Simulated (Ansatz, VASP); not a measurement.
# Ga14Ge17O55 (amorphous 29Ga2O3-71GeO2 (mol %)): VASP beside Ansatz, part 2 of 2

One calculation is typed for both programs; each brings its own data sets. How far apart do they land? Of the first pair: The cell is taken from a series of runs on this material, whose earlier steps may have relaxed, scaled, displaced or heated it; both programs get it as it stands.

VASP 6.6.1 and Ansatz 0.2.0.

So far. Step 3 (VASP: single point, PBE, pair 1): The run ends at a pressure of 0.34 GPa, with forces up to 1.5 eV/Å.

## 4. Comparison

Known differences besides the potentials themselves: the cutoff is 420 eV in Ansatz and 600 eV in VASP (PREC = Accurate, projectors in real space). Total energies have different zeros and are not compared.

Compared:

| quantity | Ansatz | VASP | difference |
| --- | --- | --- | --- |
| pressure (GPa) | 0.46 | 0.34 | +0.13 |
| gap on the k mesh (eV) | 0.683 | 0.657 | +0.027 |

Forces on 9 of the 86 atoms, those with the largest forces and the largest differences (eV/Å; atoms numbered as in POSCAR):

| atom | Ansatz x, y, z | VASP x, y, z |
| --- | --- | --- |
| Ga2 | 0.782, 0.552, 0.893 | 0.753, 0.555, 0.864 |
| Ga13 | -1.038, -1.001, 0.317 | -1.038, -0.986, 0.323 |
| Ge20 | 0.816, -0.058, 0.865 | 0.828, -0.098, 0.841 |
| Ge24 | 0.925, -0.275, -0.999 | 0.942, -0.273, -0.981 |
| Ge29 | 0.291, -0.649, 0.259 | 0.311, -0.647, 0.241 |
| O45 | 0.409, 0.436, -0.733 | 0.413, 0.412, -0.683 |
| O57 | 0.132, 0.014, 0.110 | 0.090, 0.049, 0.133 |
| O61 | -0.084, 0.031, 0.043 | -0.024, -0.011, 0.051 |
| O62 | -0.567, 0.349, 0.076 | -0.573, 0.410, 0.057 |

The forces differ by 23 meV/Å r.m.s., which is 9.5 % of the r.m.s. force of 0.244 eV/Å (both taken over all components). A gap on the mesh is an upper bound, since the band edges may lie between its points.

## 5. Ansatz: relaxation, PBE

The two programs are compared at the cell with which this relaxation starts, whose forces are those of its first step.

The structure compared here is the start of the Ansatz relaxation; VASP solves that cell, so the two are compared at the walk's first step.

Input file input.yaml:

```yaml
crystal:
  lattice:
    - [10.12338, 0.0, 0.0]
    - [0.0, 10.12338, 0.0]
    - [0.0, 0.0, 10.12338]
  atoms:
    - { symbol: Ga, position: [0.73131, 0.1866, 0.20887] }
    - { symbol: Ga, position: [0.2397, 0.10275, 0.98175] }
    - { symbol: Ga, position: [0.56164, 0.01043, 0.39819] }
    - { symbol: Ga, position: [0.50635, 0.00762, 0.87759] }
    - { symbol: Ga, position: [0.7102, 0.87663, 0.12448] }
    - { symbol: Ga, position: [0.87037, 0.02032, 0.44099] }
    - { symbol: Ga, position: [0.31158, 0.55746, 0.20424] }
    - { symbol: Ga, position: [0.65002, 0.46283, 0.60974] }
    - { symbol: Ga, position: [0.02115, 0.14937, 0.20825] }
    - { symbol: Ga, position: [0.5541, 0.68345, 0.37473] }
    - { symbol: Ga, position: [0.8782, 0.04102, 0.92989] }
    - { symbol: Ga, position: [0.87148, 0.38531, 0.43212] }
    - { symbol: Ga, position: [0.47041, 0.30986, 0.04813] }
    - { symbol: Ga, position: [0.35473, 0.55501, 0.5359] }
    - { symbol: Ge, position: [0.1775, 0.28718, 0.4709] }
    - { symbol: Ge, position: [0.4374, 0.72779, 0.74658] }
    - { symbol: Ge, position: [0.7008, 0.6343, 0.87375] }
    - { symbol: Ge, position: [0.92035, 0.67861, 0.60782] }
    - { symbol: Ge, position: [0.08981, 0.08432, 0.68863] }
    - { symbol: Ge, position: [0.32339, 0.81543, 0.07743] }
    - { symbol: Ge, position: [0.49074, 0.35953, 0.3569] }
    - { symbol: Ge, position: [0.16659, 0.5722, 0.77654] }
    - { symbol: Ge, position: [0.18341, 0.81789, 0.52786] }
    - { symbol: Ge, position: [0.2804, 0.01671, 0.29562] }
    - { symbol: Ge, position: [0.02461, 0.85215, 0.17347] }
    - { symbol: Ge, position: [0.79366, 0.3413, 0.949] }
    - { symbol: Ge, position: [0.45687, 0.26919, 0.76033] }
    - { symbol: Ge, position: [0.76474, 0.16165, 0.68198] }
    - { symbol: Ge, position: [0.08954, 0.41333, 0.0455] }
    - { symbol: Ge, position: [0.81448, 0.61069, 0.19292] }
    - { symbol: Ge, position: [0.6984, 0.87585, 0.63843] }
    - { symbol: O, position: [0.36047, 0.13081, 0.81648] }
    - { symbol: O, position: [0.67035, 0.71949, 0.2339] }
    - { symbol: O, position: [0.23178, 0.4826, 0.6433] }
    - { symbol: O, position: [0.39765, 0.90797, 0.21201] }
    - { symbol: O, position: [0.94497, 0.70972, 0.24742] }
    - { symbol: O, position: [0.85631, 0.2263, 0.83162] }
    - { symbol: O, position: [0.7618, 0.72254, 0.72951] }
    - { symbol: O, position: [0.34344, 0.92547, 0.94182] }
    - { symbol: O, position: [0.40169, 0.66349, 0.0922] }
    - { symbol: O, position: [0.59189, 0.83169, 0.47721] }
    - { symbol: O, position: [0.15652, 0.012, 0.14251] }
    - { symbol: O, position: [0.28466, 0.69138, 0.83137] }
    - { symbol: O, position: [0.85394, 0.8427, 0.54247] }
    - { symbol: O, position: [0.38511, 0.15769, 0.08611] }
    - { symbol: O, position: [0.15462, 0.76197, 0.09581] }
    - { symbol: O, position: [0.51367, 0.60084, 0.63992] }
    - { symbol: O, position: [0.87094, 0.16047, 0.08041] }
    - { symbol: O, position: [0.80526, 0.45706, 0.26791] }
    - { symbol: O, position: [0.0697, 0.68721, 0.51086] }
    - { symbol: O, position: [0.96321, 0.97849, 0.29061] }
    - { symbol: O, position: [0.89464, 0.89504, 0.05104] }
    - { symbol: O, position: [0.94248, 0.11946, 0.59187] }
    - { symbol: O, position: [0.20082, 0.20441, 0.62433] }
    - { symbol: O, position: [0.91552, 0.44231, 0.02438] }
    - { symbol: O, position: [0.79404, 0.99271, 0.76103] }
    - { symbol: O, position: [0.58799, 0.22064, 0.33147] }
    - { symbol: O, position: [0.58708, 0.49484, 0.42202] }
    - { symbol: O, position: [0.32511, 0.37948, 0.42416] }
    - { symbol: O, position: [0.33497, 0.75126, 0.58472] }
    - { symbol: O, position: [0.04907, 0.39701, 0.45775] }
    - { symbol: O, position: [0.11972, 0.24454, 0.07171] }
    - { symbol: O, position: [0.66225, 0.29969, 0.06316] }
    - { symbol: O, position: [0.64851, 0.97829, 0.98931] }
    - { symbol: O, position: [0.44973, 0.3876, 0.88701] }
    - { symbol: O, position: [0.76195, 0.31167, 0.58027] }
    - { symbol: O, position: [0.16534, 0.16497, 0.34073] }
    - { symbol: O, position: [0.69765, 0.04647, 0.53851] }
    - { symbol: O, position: [0.49464, 0.3446, 0.60999] }
    - { symbol: O, position: [0.53003, 0.89042, 0.7236] }
    - { symbol: O, position: [0.07212, 0.07372, 0.8644] }
    - { symbol: O, position: [0.16617, 0.44484, 0.89526] }
    - { symbol: O, position: [0.8728, 0.20779, 0.33878] }
    - { symbol: O, position: [0.1354, 0.92117, 0.65791] }
    - { symbol: O, position: [0.71963, 0.46317, 0.82929] }
    - { symbol: O, position: [0.18595, 0.88233, 0.36846] }
    - { symbol: O, position: [0.60484, 0.16502, 0.77805] }
    - { symbol: O, position: [0.54178, 0.69455, 0.89083] }
    - { symbol: O, position: [0.00126, 0.63288, 0.76251] }
    - { symbol: O, position: [0.39279, 0.06521, 0.42373] }
    - { symbol: O, position: [0.14587, 0.49213, 0.18799] }
    - { symbol: O, position: [0.44465, 0.41945, 0.19541] }
    - { symbol: O, position: [0.37388, 0.6332, 0.36473] }
    - { symbol: O, position: [0.78183, 0.66618, 0.02338] }
    - { symbol: O, position: [0.69359, 0.00369, 0.26487] }
    - { symbol: O, position: [0.81738, 0.55066, 0.53896] }
total_charge: -1
kpoints:
  mp_grid: { grid: [1, 1, 1] }
hamiltonian:
  xc: pbe
  pseudopotentials: { kind: paw, azcp: { folder: soft_1 } }
scf:
  occupations: { method: fermi_dirac, width: 0.01 }
  lower_state_search: "off"
output:
  forces: true
magnetization:
  spin_polarized: true
  initial_magnetization: 1
relax:
  f_tol: 0.05
  max_steps: 90
```

Launch:

```console
$ ansatz run input.yaml --threads 4 --pin off --max-ram 8192MiB --backend cpu --events-out ev --progress --plain --runs-dir out
```

Numbers of over 12 decimals in the logs are rounded to 6 here.

The log of the run:

```text
[...]
Crystal: 86 atoms, lattice volume = 1037.473 Å³
Basis set: ecut = 420 eV, 20341 PW (Γ), exchange–correlation on 144×144×144 points (8 copies of the dense FFT grid, shifted against one another)
Bands: 462, of which v1, the nominal top of the filled ones, is band 376 counted from 1 (375 counted from 0)
Symmetry: 1 space group operations
[...]
k-points: 1
[...]
Starting moments: Σ|m| = 1 μB on 86 of 86 sites
[...]
- { symbol: O, position: [0.670345, 0.718928, 0.233280] }
    - { symbol: O, position: [0.231574, 0.482848, 0.644358] }
    - { symbol: O, position: [0.398175, 0.906822, 0.211791] }
    - { symbol: O, position: [0.945845, 0.708298, 0.247498] }
    - { symbol: O, position: [0.857236, 0.226528, 0.831332] }
    - { symbol: O, position: [0.761901, 0.723093, 0.728972] }
    - { symbol: O, position: [0.343956, 0.925253, 0.941800] }
[...]
- { symbol: O, position: [0.372734, 0.633904, 0.365180] }
    - { symbol: O, position: [0.782477, 0.666304, 0.022713] }
    - { symbol: O, position: [0.693786, 0.00309139, 0.264149] }
    - { symbol: O, position: [0.817605, 0.551025, 0.538553] }
```

## 6. VASP: single point, PBE, start cell, pair 2

The same cell, functional, mesh and smearing now go to VASP, with its own data sets.

Input file INCAR:

```
SYSTEM = Ga14Ge17O55
PREC = Accurate
ENCUT = 520
EDIFF = 1E-06
NELM = 200
ISMEAR = -1
SIGMA = 0.01
LREAL = Auto
ALGO = Normal
GGA = PE
NELECT = 751
NBANDS = 440
ISPIN = 2
MAGMOM = 0 0 0 0 0 0 0 0 0 0 0 0 0 0 0 0 0 0 0 0 0 0 0 0 0 0 0 0 0 0 0.01 0 0 0 0 0.01 0 0 0 0 0 0 0 0 0 0 0 0 0 0 0 0 0 0 0 0 0 0 0 0 0 0 0 0 0 0 0 0 0 0 0 0 0 0 0 0 0 0 0 0 0 0 0 0 0 0
LORBIT = 11
LWAVE = .FALSE.
LCHARG = .FALSE.
ISIF = 2
LASPH = .TRUE.
GGA_COMPAT = .FALSE.
NCORE = 2
```

Input file POSCAR:

```
Ga14Ge17O55
1.0
   10.1233800000      0.0000000000      0.0000000000
    0.0000000000     10.1233800000      0.0000000000
    0.0000000000      0.0000000000     10.1233800000
Ga Ge O
14 17 55
Direct
    0.7313071326      0.1865977569      0.2088729258
    0.2397025499      0.1027522428      0.9817472030
    0.5616404798      0.0104312986      0.3981871667
    0.5063526214      0.0076160334      0.8775922666
    0.7101975822      0.8766340886      0.1244841150
    0.8703713582      0.0203193005      0.4409890768
    0.3115757781      0.5574620334      0.2042400858
    0.6500200526      0.4628296083      0.6097370641
    0.0211490629      0.1493671086      0.2082506040
    0.5541034714      0.6834476232      0.3747266229
    0.8782047103      0.0410238478      0.9298870535
    0.8714777080      0.3853060934      0.4321185217
    0.4704061292      0.3098569845      0.0481262187
    0.3547333005      0.5550122588      0.5358980894
    0.1775000049      0.2871768125      0.4709000354
    0.4374033179      0.7277905206      0.7465787119
    0.7008034866      0.6343039578      0.8737496765
    0.9203546642      0.6786073426      0.6078207081
    0.0898119008      0.0843196640      0.6886336382
    0.3233900140      0.8154292341      0.0774346118
    0.4907353078      0.3595340687      0.3568966096
    0.1665945564      0.5722001940      0.7765390611
    0.1834071229      0.8178888869      0.5278572967
    0.2804004196      0.0167137853      0.2956226083
    0.0246064062      0.8521462199      0.1734697305
    0.7936578495      0.3412990523      0.9490012229
    0.4568730997      0.2691887492      0.7603290601
    0.7647445814      0.1616456164      0.6819757828
    0.0895353133      0.4133303304      0.0454986378
    0.8144809342      0.6106853640      0.1929197560
    0.6984031025      0.8758537168      0.6384330135
    0.3604724904      0.1308061142      0.8164763152
    0.6703492312      0.7194928966      0.2339040913
    0.2317802947      0.4825957338      0.6433029285
    0.3976537481      0.9079674970      0.2120141692
    0.9449709484      0.7097234323      0.2474173646
    0.8563147881      0.2262979361      0.8316194789
    0.7618009005      0.7225353587      0.7295093141
    0.3434426051      0.9254715322      0.9418198270
    0.4016939007      0.6634938133      0.0922024067
    0.5918872946      0.8316886257      0.4772121564
    0.1565188702      0.0120019203      0.1425116908
    0.2846578909      0.6913797566      0.8313725258
    0.8539440385      0.8427027337      0.5424670416
    0.3851085309      0.1576943669      0.0861076044
    0.1546222704      0.7619688286      0.0958079219
    0.5136723110      0.6008368746      0.6399246102
    0.8709442894      0.1604701197      0.0804079270
    0.8052646448      0.4570607840      0.2679144713
    0.0697000409      0.6872111884      0.5108570458
    0.9632059648      0.9784874222      0.2906143995
    0.8946419081      0.8950370331      0.0510402652
    0.9424816613      0.1194561500      0.5918675383
    0.2008222550      0.2044080139      0.6243270528
    0.9155242617      0.4423127453      0.0243792093
    0.7940430963      0.9927119203      0.7610304068
    0.5879854357      0.2206377712      0.3314703192
    0.5870766483      0.4948446072      0.4220230792
    0.3251088075      0.3794780004      0.4241567540
    0.3349671750      0.7512609425      0.5847157767
    0.0490745186      0.3970116700      0.4577522527
    0.1197228594      0.2445428306      0.0717053000
    0.6622491697      0.2996923952      0.0631607230
    0.6485086997      0.9782898597      0.9893138458
    0.4497312163      0.3875978181      0.8870061185
    0.7619490723      0.3116745593      0.5802706211
    0.1653400347      0.1649745441      0.3407261211
    0.6976523651      0.0464666939      0.5385059140
    0.4946371666      0.3445983456      0.6099938953
    0.5300304839      0.8904239493      0.7236021961
    0.0721201812      0.0737204372      0.8643950933
    0.1661697970      0.4448415450      0.8952642299
    0.8728013766      0.2077863322      0.3387801307
    0.1353994417      0.9211745484      0.6579126734
    0.7196311904      0.4631654645      0.8292882417
    0.1859458007      0.8823337660      0.3684638925
    0.6048375147      0.1650239347      0.7780504140
    0.5417755730      0.6945506343      0.8908289524
    0.0012643998      0.6328815080      0.7625121254
    0.3927937112      0.0652054946      0.4237319947
    0.1458702528      0.4921281232      0.1879905723
    0.4446538607      0.4194547671      0.1954090432
    0.3738771043      0.6331976079      0.3647299617
    0.7818337354      0.6661806630      0.0233815188
    0.6935924563      0.0036944183      0.2648720092
    0.8173752245      0.5506560062      0.5389603077
```

Input file KPOINTS:

```
Automatic mesh
0
Gamma
1 1 1
0 0 0
```

PAW data sets: Ga_d, Ge_d and O (PBE family, release 64).

Launch:

```console
$ mpirun -np 8 vasp_gam
```

The log of the run:

```text
[... set-up lines as in an earlier step ...]
 entering main loop
       N       E                     dE             d eps       ncg     rms          rms(c)
DAV:   1     0.245520804322E+05    0.24552E+05   -0.24078E+05  1952   0.450E+03
DAV:   2     0.576658797838E+04   -0.18785E+05   -0.17585E+05  1760   0.122E+03
DAV:   3     0.402073189724E+03   -0.53645E+04   -0.50366E+04  2152   0.420E+02
DAV:   4    -0.503792707378E+03   -0.90587E+03   -0.87375E+03  2048   0.184E+02
DAV:   5    -0.602516054260E+03   -0.98723E+02   -0.97367E+02  2688   0.635E+01BRMIX: very serious problems
 the old and the new charge density differ
 old charge density:   750.00000 new  751.00000
    0.556E+01
DAV:   6    -0.514958947813E+03    0.87557E+02   -0.34932E+02  2928   0.933E+01    0.175E+01
DAV:   7    -0.518976537711E+03   -0.40176E+01   -0.58894E+01  2256   0.161E+01    0.118E+01
DAV:   8    -0.518589911801E+03    0.38663E+00   -0.76746E+00  2504   0.130E+01    0.386E+00
DAV:   9    -0.518326431526E+03    0.26348E+00   -0.15120E+00  2464   0.711E+00    0.136E+00
[...]
DAV:  18    -0.518363620432E+03   -0.25494E-05   -0.28399E-05  2576   0.214E-02    0.545E-03
DAV:  19    -0.518363621646E+03   -0.12136E-05   -0.52490E-06  1400   0.130E-02    0.388E-03
DAV:  20    -0.518363622239E+03   -0.59383E-06   -0.50876E-06  1656   0.720E-03
   1 F= -.51836362E+03 E0= -.51835735E+03  d E =-.125369E-01  mag=    -0.3632
```

From OUTCAR (step 6):

```text
  FREE ENERGIE OF THE ION-ELECTRON SYSTEM (eV)
  ---------------------------------------------------
  free  energy   TOTEN  =      -518.3636222395 eV

  energy  without entropy=     -518.3510853798  energy(sigma->0) =     -518.35735381

 magnetization (x)
# of ion       s       p       d       tot
------------------------------------------
    1       -0.004  -0.000  -0.000  -0.005
    2       -0.006  -0.001  -0.000  -0.007
    3       -0.004  -0.000  -0.000  -0.004
    4       -0.005  -0.000  -0.000  -0.005
    5       -0.007  -0.001  -0.000  -0.008
    6       -0.008  -0.000  -0.000  -0.009
    7       -0.002  -0.000  -0.000  -0.003
    8       -0.006  -0.001  -0.000  -0.007
    9       -0.004  -0.000  -0.000  -0.004
   10       -0.007  -0.000  -0.000  -0.008
   11       -0.007  -0.001  -0.000  -0.008
   12       -0.006  -0.001  -0.000  -0.006
   13       -0.002  -0.000  -0.000  -0.003
[...]
--------------------------------------------------
tot         -0.214  -0.036  -0.004  -0.254
```

The cell is charged against a uniform background.

The run ends at a pressure of 3.24 GPa, with forces up to 0.14 eV/Å.

## 7. Comparison

What differs besides the data sets and the points named for the pairs above, as far as they apply: VASP starts from the moments at which Ansatz ended; the cutoff is 420 eV in Ansatz and 520 eV in VASP (PREC = Accurate, projectors in real space). Total energies have different zeros and are not compared.

Forces on 10 of the 86 atoms, those with the largest forces and the largest differences (eV/Å; atoms numbered as in POSCAR):

| atom | Ansatz x, y, z | VASP x, y, z |
| --- | --- | --- |
| Ga2 | -0.074, 0.012, -0.043 | -0.109, 0.014, -0.073 |
| Ge19 | -0.101, 0.071, 0.073 | -0.069, 0.040, 0.074 |
| O46 | 0.091, -0.052, -0.068 | 0.095, -0.033, -0.061 |
| O55 | 0.104, 0.061, 0.046 | 0.111, 0.043, 0.043 |
| O57 | 0.024, -0.075, -0.008 | -0.019, -0.040, 0.013 |
| O61 | -0.009, 0.038, 0.007 | 0.052, 0.000, 0.016 |
| O62 | 0.031, 0.005, -0.014 | 0.027, 0.069, -0.037 |
| O63 | -0.115, -0.033, 0.064 | -0.098, -0.012, 0.028 |
| O70 | -0.132, 0.024, 0.090 | -0.125, 0.011, 0.070 |
| O83 | -0.102, -0.014, -0.020 | -0.127, -0.002, -0.028 |

The forces differ by 22 meV/Å r.m.s., which is 51.9 % of the r.m.s. force of 0.043 eV/Å (both taken over all components). Moments aren't recorded for both runs of this pair, so they may hold unlike magnetic states. The cell carries a charge of -1 e against a uniform background, so its pressure also hangs on how the neutralising background is counted, and in a defect's cell a gap may be the spacing between its levels.

## 8. What came out

* r.m.s. force difference (single point, PBE, pair 1): 9.5 % of the r.m.s. force
* r.m.s. force difference (single point, PBE, start cell, pair 2): 22 meV/Å

In words: The r.m.s. force difference is 9.5 % of the r.m.s. force (single point, PBE, pair 1), beyond the 3 % picked in this series as the mark of a large difference. What causes the difference of the single point, PBE, pair 1 pair stays open here. What causes the difference of the single point, PBE, start cell, pair 2 pair stays open here. 1 further run of this series is not shown here. How closely two codes agree says nothing of how well the functional describes the real material.

[Lines on the potential files, build, host, timing and source positions are cut from VASP's logs without a mark.]

[Logs are printed without paths, hosts, clocks, repeated set-up lines and the standing remarks that a program may print on its own settings, such as how far it seeks lower states.]

[Hosts, paths, dates, database ids (printed as entryN), source tags and the programs' standing remarks are cut or masked in the printed files.]
